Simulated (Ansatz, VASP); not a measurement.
## Y in two plane-wave programs

Aim: how closely do two programs agree when they are given the same cell, functional and k mesh? The cell is taken from a series of runs on this material, whose earlier steps may have relaxed, scaled, displaced or heated it; both programs get it as it stands.

Calculated with Ansatz 0.2.0; plane waves, with VASP 6.6.1 beside it; zone-centre phonons at LDA.

**1. Starting point**

It takes space group P6_3/mmc (No. 194, hexagonal). The conventional cell has a = 3.503 Å, b = 3.503 Å, c = 5.726 Å, α = 90.00°, β = 90.00°, γ = 120.00°. Nearest to Y lie 12 Y at 3.50 to 3.51 Å.

Coordinates:

```cif
data_structure
_symmetry_space_group_name_H-M 'P6_3/mmc'
_symmetry_Int_Tables_number 194
_cell_length_a 3.5031
_cell_length_b 3.5031
_cell_length_c 5.7258
_cell_angle_alpha 90.000
_cell_angle_beta 90.000
_cell_angle_gamma 120.000
_cell_volume 60.85
loop_
_atom_site_label
_atom_site_type_symbol
_atom_site_symmetry_multiplicity
_atom_site_Wyckoff_symbol
_atom_site_fract_x
_atom_site_fract_y
_atom_site_fract_z
_atom_site_occupancy
Y1 Y 2 c 0.33333 0.66667 0.25000 1
```

**2. Ansatz: zone-centre phonons, LDA, pair 1**

Ansatz runs on its PAW soft_1 files.

Second derivatives magnify differences that forces hide, and they need a tight electronic threshold.

Contents of input.yaml:

```yaml
crystal:
  lattice:
    - [3.5031358204, 0.0, 0.0]
    - [-1.7515679102, 3.0338046134, 0.0]
    - [0.0, 0.0, 5.7258166499]
  atoms:
    - { symbol: "Y", position: [0.3333333322, 0.6666666678, 0.25] }
    - { symbol: "Y", position: [0.6666666678, 0.3333333322, 0.75] }
kpoints:
  mp_grid: { grid: [15, 15, 8] }
hamiltonian:
  xc: lda
  pseudopotentials: { kind: paw, azcp: { folder: soft_1 }, xc_functional: pbe }
scf:
  occupations: { method: methfessel_paxton, width: 0.2 }
output:
  eigenvalues: true
phonons:
  method: dfpt
```

Command:

```sh
> ansatz run input.yaml --threads 4 --pin off --max-ram 10240MiB --backend cpu --events-out ev --progress --plain --runs-dir out
```

Numbers of over 12 decimals in the logs are rounded to 6 here.

Log:

```text
zone centre: on kpoints.mp_grid the ground state, and the responses unless they are solved on pairs of k-points, stand on 320 of the mesh's 1800 k-points, reduced under 4 symmetry operations, with k and −k counted as one. Each operation leaves every solved displacement unchanged or reverses it
Engine: ansatz 0.2.0, x86_64-unknown-linux-gnu
Pseudopotentials: kind: paw
Pseudopotential: Y, paw, valence charge 11, recommended cutoff 420 eV (normal), soft_1/Y.paw.azcp
Functional definition: SPW92
  exchange = slater_x
  correlation = pw_c
Crystal: 2 atoms, lattice volume = 60.853 Å³
Basis set: ecut = 420 eV, 1165 PW (Γ), exchange–correlation on 48×48×80 points (8 copies of the dense FFT grid, shifted against one another)
Bands: 15, of which v1, the nominal top of the filled ones, is band 11 counted from 1 (10 counted from 0)
Symmetry: 24 space group operations
k-points: 320 of 1800 (irreducible under 4 space group operations, time reversal used)
Non-local potential: Y, projectors of the file, l = 0: 3, l = 1: 2, l = 2: 2, l = 3: 1
PAW form: soft (Blöchl's): semilocal exchange-correlation on the pseudo side does not see the compensation charge
PAW frozen core: Y, regenerated for the run's functional, and the local potential with it (the file was generated under x = pbe(κ = 0.804, μ = 0.219515), c = pbe(β = 0.066725))
PAW one-centre angular grid: Y, 590 points (default); XC on 64 Gauss nodes
Initial density: superposition of atomic densities (chi_scale 0.1, normalization cell)
Initial wavefunctions: pseudopotential atomic-orbital guess
Functional: x = slater, c = lda
SCF iter   1: F=—  HF=-7491.181228 eV  |F-HF|=—  |Δ(HF+E_count)|=         —  Δρ=1.18e-2  dr2=1.35e-1  ethr=3.10e-3  ⟨swp⟩=4.5  Hψ=20304  notcnv=0
preconditioner: auto → Kerker (q_TF=auto, 2.303 Å⁻¹)  [metal: Δε(μ)=0.007 eV  Ē_g=2.667 eV  σ=0.200 eV  W_gap=0.03  n_scr=10 (ndim 8)  ℏωp=11.7 eV  f_vac=0.000  D(μ)=4.15/eV (n_scr^D=36)]
SCF iter   2: F=—  HF=-7491.150649 eV  |F-HF|=—  |Δ(HF+E_count)|=   3.06e-2  S|Δr|=    0.00e0  Δρ=7.46e-3  dr2=5.35e-2  ethr=6.14e-4  ⟨swp⟩=1.0  Hψ=7360  notcnv=0
SCF iter   3: F=—  HF=-7491.131780 eV  |F-HF|=—  |Δ(HF+E_count)|=   1.89e-2  S|Δr|=    0.00e0  Δρ=1.03e-3  dr2=6.90e-4  ethr=2.43e-4  ⟨swp⟩=2.9  Hψ=8370  notcnv=0
SCF iter   4: F=—  HF=-7491.131744 eV  |F-HF|=—  |Δ(HF+E_count)|=   3.58e-5  S|Δr|=    0.00e0  Δρ=1.90e-4  dr2=1.95e-5  ethr=3.14e-6  ⟨swp⟩=2.0  Hψ=5695  notcnv=0
SCF iter   5: F=—  HF=-7491.131740 eV  |F-HF|=—  |Δ(HF+E_count)|=   4.03e-6  S|Δr|=    0.00e0  Δρ=3.76e-5  dr2=6.01e-7  ethr=8.84e-8  ⟨swp⟩=2.0  Hψ=8322  notcnv=0
SCF iter   6: F=—  HF=-7491.131740 eV  |F-HF|=—  |Δ(HF+E_count)|=   5.36e-8  S|Δr|=    0.00e0  Δρ=6.58e-6  dr2=1.60e-8  ethr=2.73e-9  ⟨swp⟩=1.1  Hψ=4824  notcnv=0
SCF iter   7: F=—  HF=-7491.131740 eV  |F-HF|=—  |Δ(HF+E_count)|=   3.36e-9  S|Δr|=    0.00e0  Δρ=1.33e-6  dr2=8.53e-10  ethr=7.29e-11  ⟨swp⟩=1.4  Hψ=5053  notcnv=0
SCF iter   8: F=-7491.131740 eV  HF=-7491.131740 eV  |F-HF|=4.55e-12  |Δ(HF+E_count)|=  9.46e-11  S|Δr|=    0.00e0  Δρ=1.14e-7  dr2=6.57e-12  ethr=1.00e-12  ⟨swp⟩=4.8  Hψ=22252  notcnv=0
SCF 1 converged in 8 iterations: F = -7491.131740 eV  dr2 = 6.57e-12
  greatest PAW one-centre occupation: 0.992 electrons in one spin orbital (limit 2), on the Y atom at site 1 (counted from 0), in its partial waves of l = 0
DFPT response loops at Γ: preconditioner auto → Kerker (q_TF=auto, 2.303 Å⁻¹) (partly filled bands, converged f_vac=0.000); β = 1.00, the filter's whole step (`scf.mixing.beta` (0.50) is not read by the response loops under this deck's `scf.mixing.preconditioner`; to damp them name `kerker` or `kerker_dos`, under which they read `scf.mixing.beta`, and type it under 1.00, their step now; both keys bind the ground state too); Broyden in place of MSR1
SCF converged after 8 iterations
Stability not checked: this state was not tested for a lower state beside it, because cold or Methfessel-Paxton smearing, or corrected tetrahedra, fill the levels in a way that the test cannot read (fill_not_monotonic; see scf.lower_state_search)
Free energy (F): -7491.131740 eV
Harris-Foulkes:  -7491.131740 eV  (|F-HF|=4.55e-12)
Internal energy: -7491.126813 eV  (E = F + TS)
E sigma→0 (E₀):  -7491.130508 eV
Entropy (-TS):   -0.004927 eV (-2.464 meV/atom)
Fermi energy:    10.036108 eV
--- Per-component energies (eV) ---
  E_band       = -224.535377
  E_kinetic    = 633.543914
  E_local      = -1156.840271  (includes V_loc(G=0)·N_el)
  E_nonlocal   = 62.119826
  E_hartree    = 364.909445
  E_xc         = -353.932482
  E_vxc        = -409.924536  (∫ρ·V_xc dr)
  E_paw        = -5429.670624  (= ΣΔE_a)
  E_vpaw       = -83.253269  (= ΣTr[D̂ρ^β])
  E_aug_tail   = 0.000046  (compensation charges beyond the density's cutoff)
  E_ewald      = -1611.915839
  E_core_change = 0.659170  (= ΣΔE_core)
  E_smearing   = -0.004927  (= −TS)
  E_closure    = -0.000000  (closes the sum)
  Σ components = -7491.131740   (vs F -7491.131740, Δ=0.00e0)
--- Band table (eV; the first three rows and the last of 320) ---
  k-point 0: bands = [... 7 lower, -12.0205, 5.2560, 7.9752, 10.9496, 11.8047, 11.8513, 11.8513, 12.4296]
  k-point 1: bands = [... 7 lower, -12.0272, 5.3610, 7.9115, 10.8442, 11.7104, 11.8102, 11.8102, 12.3547]
  k-point 2: bands = [... 7 lower, -12.0373, 5.6644, 7.6839, 10.6676, 11.4578, 11.7483, 11.7483, 12.1753]
  k-point 319: bands = [... 7 lower, -12.1598, 8.6383, 8.6383, 10.1739, 10.1739, 10.8074, 10.8074, 12.6261]
--- Phonons (Γ-DFPT): 2 representative perturbations + reference, on 320 of 1800 k-points (Σ response iterations 6) ---
  k mesh reduced under 4 symmetry operations, with k and −k counted as one. Each operation leaves every solved displacement unchanged or reverses it
  ASR residual: 2.140e-5 → 0.000e0 eV/Å²; symmetrization residual: 8.304e-14 eV/Å²
  ASR residual per site (eV/Å²): 2.14e-5 2.14e-5
  Γ frequencies (cm⁻¹): 0.00 0.00 0.00 78.25 78.25 123.64
  non-analytic LO–TO correction: not included (Born effective charges unavailable; polar crystals: no LO–TO splitting at Γ)
```

**3. VASP: zone-centre phonons, LDA, pair 1**

The same cell, functional (in two slightly different forms), mesh and smearing now go to VASP, with its own data sets.

Lines of VASP's logs that name or quote its potential files are left out, and so is its time.

Contents of INCAR:

```
SYSTEM = Y
PREC = Accurate
ENCUT = 500
EDIFF = 1E-08
NELM = 120
ISMEAR = 1
SIGMA = 0.2
LREAL = .FALSE.
ALGO = Normal
GGA = CA
NBANDS = 17
LASPH = .TRUE.
LORBIT = 11
LWAVE = .FALSE.
LCHARG = .FALSE.
ISIF = 2
IBRION = 8
GGA_COMPAT = .FALSE.
KPAR = 2
```

Contents of POSCAR:

```
Y
1.0
    3.5031358204      0.0000000000      0.0000000000
   -1.7515679102      3.0338046134      0.0000000000
    0.0000000000      0.0000000000      5.7258166499
Y
2
Direct
    0.3333333322      0.6666666678      0.2500000000
    0.6666666678      0.3333333322      0.7500000000
```

Contents of KPOINTS:

```
Automatic mesh
0
Gamma
15 15 8
0 0 0
```

PAW data sets: Y_sv (LDA family, release 64).

Command:

```sh
> mpirun -np 2 vasp_std
```

Log:

```text
[banner, memory and clock lines left out]
running    2 mpi-ranks, on    1 nodes
 distrk:  each k-point on    1 cores,    2 groups
 distr:  one band on    1 cores,    1 groups

 POSCAR found type information on POSCAR Y
 POSCAR found :  1 types and       2 ions
 LDA part: xc-table for (Slater(with rela. corr.)+CA(PZ))
 , standard interpolation
 POSCAR, INCAR and KPOINTS ok, starting setup
 FFT: planning ... GRIDC
 FFT: planning ... GRID_SOFT
 FFT: planning ... GRID
 WAVECAR not read
 entering main loop
       N       E                     dE             d eps       ncg     rms          rms(c)
DAV:   1     0.867472832576E+02    0.86747E+02   -0.11280E+04  4590   0.121E+03
DAV:   2    -0.701312299888E+01   -0.93760E+02   -0.92533E+02  5737   0.263E+02
DAV:   3    -0.141054207808E+02   -0.70923E+01   -0.70286E+01  8342   0.442E+01
DAV:   4    -0.142523480260E+02   -0.14693E+00   -0.14685E+00  5522   0.685E+00
DAV:   5    -0.142556439796E+02   -0.32960E-02   -0.32954E-02  6761   0.754E-01    0.342E+01
DAV:   6    -0.139366652223E+02    0.31898E+00   -0.39540E-01  4928   0.398E+00    0.210E+01
DAV:   7    -0.138853294208E+02    0.51336E-01   -0.75791E-01  6430   0.488E+00    0.166E+00
DAV:   8    -0.138731563279E+02    0.12173E-01   -0.11911E-01  5738   0.213E+00    0.452E-01
DAV:   9    -0.138731822594E+02   -0.25932E-04   -0.43225E-03  6329   0.452E-01    0.152E-01
DAV:  10    -0.138731642931E+02    0.17966E-04   -0.47862E-04  6232   0.181E-01    0.596E-02
DAV:  11    -0.138731665114E+02   -0.22183E-05   -0.25526E-05  6674   0.353E-02    0.633E-02
DAV:  12    -0.138731653182E+02    0.11932E-05   -0.67434E-06  5408   0.207E-02    0.164E-02
DAV:  13    -0.138731651259E+02    0.19233E-06   -0.47348E-07  6103   0.554E-03    0.125E-03
DAV:  14    -0.138731651294E+02   -0.34856E-08   -0.11176E-08  4498   0.531E-04
   1 F= -.13873165E+02 E0= -.13871556E+02  d E =-.482642E-02
 Linear response reoptimize wavefunctions to high precision
DAV:   1    -0.138731651303E+02   -0.95451E-09   -0.27471E-09  4731   0.326E-04
DAV:   2    -0.138731651303E+02   -0.28194E-10   -0.31199E-10  3207   0.123E-04
 Linear response DOF=           2
 Linear response progress:
  Degree of freedom:   1/  2
       N       E                     dE             d eps       ncg     rms          rms(c)
RMM:   1    -0.258497167177E+00   -0.25850E+00    0.39895E+00 22600   0.106E+01
RMM:   2    -0.245504024955E+00    0.12993E-01   -0.19494E-01 33234   0.199E+00    0.164E-01
RMM:   3    -0.246961566166E+00   -0.14575E-02   -0.14951E-02 39196   0.598E-01    0.791E-02
RMM:   4    -0.247377097046E+00   -0.41553E-03   -0.25149E-03 45326   0.216E-01    0.274E-02
RMM:   5    -0.247447468385E+00   -0.70371E-04   -0.46782E-04 47439   0.936E-02    0.170E-02
RMM:   6    -0.247365515988E+00    0.81952E-04   -0.14779E-04 48051   0.351E-02    0.615E-03
RMM:   7    -0.247317997326E+00    0.47519E-04   -0.17239E-04 48573   0.189E-02    0.248E-03
RMM:   8    -0.247305625906E+00    0.12371E-04   -0.14129E-04 49688   0.102E-02    0.147E-03
RMM:   9    -0.247289511879E+00    0.16114E-04   -0.84400E-05 49174   0.629E-03    0.571E-04
RMM:  10    -0.247289208551E+00    0.30333E-06   -0.53035E-05 49370   0.412E-03    0.561E-04
RMM:  11    -0.247284891908E+00    0.43166E-05   -0.29183E-05 48913   0.307E-03    0.219E-04
RMM:  12    -0.247286593456E+00   -0.17015E-05   -0.18335E-05 49149   0.242E-03    0.286E-04
RMM:  13    -0.247286617003E+00   -0.23547E-07   -0.11431E-05 49640   0.198E-03    0.352E-04
RMM:  14    -0.247286420840E+00    0.19616E-06   -0.78481E-06 48815   0.168E-03    0.398E-04
RMM:  15    -0.247286917755E+00   -0.49692E-06   -0.47309E-06 49055   0.147E-03    0.496E-04
RMM:  16    -0.247287774228E+00   -0.85647E-06   -0.32982E-06 48338   0.131E-03    0.665E-04
RMM:  17    -0.247288244882E+00   -0.47065E-06   -0.21160E-06 48865   0.117E-03    0.772E-04
RMM:  18    -0.247287386218E+00    0.85866E-06   -0.17148E-06 46765   0.108E-03    0.652E-04
RMM:  19    -0.247286943137E+00    0.44308E-06   -0.12611E-06 47986   0.984E-04    0.605E-04
RMM:  20    -0.247287192266E+00   -0.24913E-06   -0.87997E-07 48150   0.910E-04    0.668E-04
 first order change of Fermi-energy   0.31272E-05
 force on displaced ion       1 direction 1 :  -0.998   0.000   0.000
 Linear response progress:
  Degree of freedom:   2/  2
       N       E                     dE             d eps       ncg     rms          rms(c)
RMM:   1    -0.311665732863E+00   -0.31167E+00    0.41840E+00  7659   0.107E+01
RMM:   2    -0.303171132481E+00    0.84946E-02   -0.19796E-01 11387   0.194E+00    0.376E-01
RMM:   3    -0.305583549763E+00   -0.24124E-02   -0.13492E-02 12380   0.577E-01    0.147E-01
RMM:   4    -0.306310650608E+00   -0.72710E-03   -0.22881E-03 14828   0.221E-01    0.173E-02
RMM:   5    -0.306248700327E+00    0.61950E-04   -0.38802E-04 15539   0.901E-02    0.246E-02
RMM:   6    -0.306220942927E+00    0.27757E-04   -0.94372E-05 15787   0.403E-02    0.793E-03
RMM:   7    -0.306106383531E+00    0.11456E-03   -0.69816E-05 15914   0.181E-02    0.514E-03
RMM:   8    -0.306026406974E+00    0.79977E-04   -0.58120E-05 16264   0.998E-03    0.209E-03
RMM:   9    -0.306022882040E+00    0.35249E-05   -0.27619E-05 16182   0.591E-03    0.555E-04
RMM:  10    -0.306016548094E+00    0.63339E-05   -0.71267E-06 16459   0.391E-03    0.368E-04
RMM:  11    -0.306013874732E+00    0.26734E-05    0.43358E-06 16483   0.286E-03    0.195E-04
RMM:  12    -0.306013857405E+00    0.17327E-07    0.10522E-05 16100   0.227E-03    0.143E-04
RMM:  13    -0.306013082274E+00    0.77513E-06    0.11011E-05 16231   0.188E-03    0.169E-04
RMM:  14    -0.306016936273E+00   -0.38540E-05    0.10510E-05 15494   0.166E-03    0.712E-04
RMM:  15    -0.306014068016E+00    0.28683E-05    0.89876E-06 15319   0.144E-03    0.439E-04
RMM:  16    -0.306012989273E+00    0.10787E-05    0.74171E-06 16054   0.125E-03    0.363E-04
RMM:  17    -0.306013179954E+00   -0.19068E-06    0.58729E-06 16084   0.111E-03    0.430E-04
RMM:  18    -0.306012246596E+00    0.93336E-06    0.49111E-06 15530   0.102E-03    0.366E-04
RMM:  19    -0.306012313540E+00   -0.66944E-07    0.38588E-06 16045   0.928E-04    0.405E-04
 first order change of Fermi-energy   0.15721E-04
 force on displaced ion       1 direction 3 :   0.000   0.000  -2.455
 Linear response finished
```

Parts of OUTCAR (step 3):

```text
ion  position               nearest neighbor table
   1  0.333  0.667  0.250-   2 3.51   2 3.51   2 3.51   2 3.51   2 3.51   2 3.51
   2  0.667  0.333  0.750-   1 3.51   1 3.51   1 3.51   1 3.51   1 3.51   1 3.51

  LATTYP: Found a hexagonal cell.
 ALAT       =     3.5031358204
 C/A-ratio  =     1.6344832012

 Subroutine GETGRP returns: Found 24 space group operations
 (whereof 12 operations were pure point group operations)

The static configuration has the point symmetry D_3d.
 The point group associated with its full space group is D_6h.

 Found    135 irreducible k-points:

   k-points           NKPTS =    135   k-points in BZ     NKDIM =    135   number of bands    NBANDS=     17

   dimension x,y,z NGX =    28 NGY =   28 NGZ =   42
   dimension x,y,z NGXF=    56 NGYF=   56 NGZF=   84

   ENCUT  =  500.0 eV  36.75 Ry    6.06 a.u.   6.39  6.39 10.44*2*pi/ulx,y,z

   NELECT =      22.0000    total number of electrons

 k-points in reciprocal lattice and weights: Automatic mesh
   0.00000000  0.00000000  0.00000000       0.001
   0.06666667  0.00000000  0.00000000       0.003
   0.13333333  0.00000000  0.00000000       0.003
   0.20000000  0.00000000  0.00000000       0.003
   0.26666667  0.00000000  0.00000000       0.003
   0.33333333  0.00000000  0.00000000       0.003
   0.40000000  0.00000000  0.00000000       0.003
   0.46666667  0.00000000  0.00000000       0.003
   0.06666667  0.06666667  0.00000000       0.003
[...]
0.33333333  0.26666667  0.50000000       0.007
   0.33333333  0.33333333  0.50000000       0.001

 average (electrostatic) potential at core
       1 -37.1050       2 -37.1050

  Total       -0.0597529     -0.0597529     -1.0389229      0.0000000     -0.0000000      0.0000000
  in kB       -1.5732141     -1.5732141    -27.3534359      0.0000000     -0.0000000      0.0000000
  external PRESSURE =     -10.1666214 kB  Pullay stress =       0.0000000 kB

  energy-cutoff  :      500.00
  volume of cell :       60.85
      direct lattice vectors                 reciprocal lattice vectors
     3.503135820  0.000000000  0.000000000     0.285458530  0.164809559  0.000000000
    -1.751567910  3.033804613  0.000000000     0.000000000  0.329619118  0.000000000
     0.000000000  0.000000000  5.725816650     0.000000000  0.000000000  0.174647576

 POSITION                                       TOTAL-FORCE (eV/Angst)
 -----------------------------------------------------------------------------------
     -0.00000      2.02254      1.43145         0.000000     -0.000000      0.000000
      1.75157      1.01127      4.29436        -0.000000      0.000000      0.000000
 -----------------------------------------------------------------------------------
    total drift:                               -0.000001      0.000001     -0.000000

 Eigenvectors and eigenvalues of the dynamical matrix
 ----------------------------------------------------

   1 f  =    3.674199 THz    23.085670 2PiTHz  122.558071 cm-1    15.195257 meV
             X         Y         Z           dx          dy          dz
     -0.000000  2.022536  1.431454     0.000000    0.000000    0.707107
      1.751568  1.011268  4.294362     0.000000    0.000000   -0.707107

   2 f  =    2.342161 THz    14.716229 2PiTHz   78.126065 cm-1     9.686393 meV
             X         Y         Z           dx          dy          dz
     -0.000000  2.022536  1.431454     0.000000    0.707107   -0.000000
      1.751568  1.011268  4.294362     0.000000   -0.707107   -0.000000

   3 f  =    2.342161 THz    14.716229 2PiTHz   78.126065 cm-1     9.686393 meV
             X         Y         Z           dx          dy          dz
     -0.000000  2.022536  1.431454     0.707107    0.000000    0.000000
      1.751568  1.011268  4.294362    -0.707107    0.000000    0.000000

   4 f  =    0.000000 THz     0.000000 2PiTHz    0.000001 cm-1     0.000000 meV
             X         Y         Z           dx          dy          dz
     -0.000000  2.022536  1.431454     0.000000    0.434352    0.557977
      1.751568  1.011268  4.294362     0.000000    0.434352    0.557977

   5 f  =    0.000000 THz     0.000000 2PiTHz    0.000000 cm-1     0.000000 meV
             X         Y         Z           dx          dy          dz
     -0.000000  2.022536  1.431454     0.707107    0.000000    0.000000
      1.751568  1.011268  4.294362     0.707107    0.000000    0.000000

   6 f/i=    0.000000 THz     0.000000 2PiTHz    0.000001 cm-1     0.000000 meV
             X         Y         Z           dx          dy          dz
     -0.000000  2.022536  1.431454     0.000000    0.557977   -0.434352
      1.751568  1.011268  4.294362     0.000000    0.557977   -0.434352

 ELASTIC MODULI CONTR FROM IONIC RELAXATION (kBar)
 Direction    XX          YY          ZZ          XY          YZ          ZX
 --------------------------------------------------------------------------------
 XX         -30.4518     30.4518      0.0000      0.0000      0.0000      0.0000
 YY          30.4518    -30.4518     -0.0000     -0.0000      0.0000      0.0000
 ZZ           0.0000     -0.0000     -0.0000     -0.0000      0.0000      0.0000
 XY           0.0000     -0.0000     -0.0000    -30.4518      0.0000      0.0000
 YZ           0.0000      0.0000      0.0000      0.0000     -0.0000      0.0000
 ZX           0.0000      0.0000      0.0000      0.0000      0.0000      0.0000
 --------------------------------------------------------------------------------
```

**4. Comparison**

Known differences besides the potentials themselves: the two LDA forms differ slightly; the cutoff is 420 eV in Ansatz and 500 eV in VASP; VASP's log shows a relativistic correction to its local exchange, Ansatz's none. Total energies have different zeros and are not compared.

The two programs side by side:

| quantity | Ansatz | VASP | difference |
| --- | --- | --- | --- |
| optical mode 1 to 2 (cm⁻¹) | 78.2 | 78.1 | +0.16 % |
| optical mode 3 (cm⁻¹) | 123.6 | 122.6 | +0.88 % |

Modes are paired by rising frequency, not by their patterns, so a pair may set unlike modes beside each other; they are those without the splitting of longitudinal modes.

(Part 1 of 2 ends here.)

[Lines on the potential files, build, host, timing and source positions are cut from VASP's logs without a mark.]

[Logs are printed without paths, hosts, clocks, repeated set-up lines and the standing remarks that a program may print on its own settings, such as how far it seeks lower states.]

[Hosts, paths, dates, database ids (printed as entryN), source tags and the programs' standing remarks are cut or masked in the printed files.]
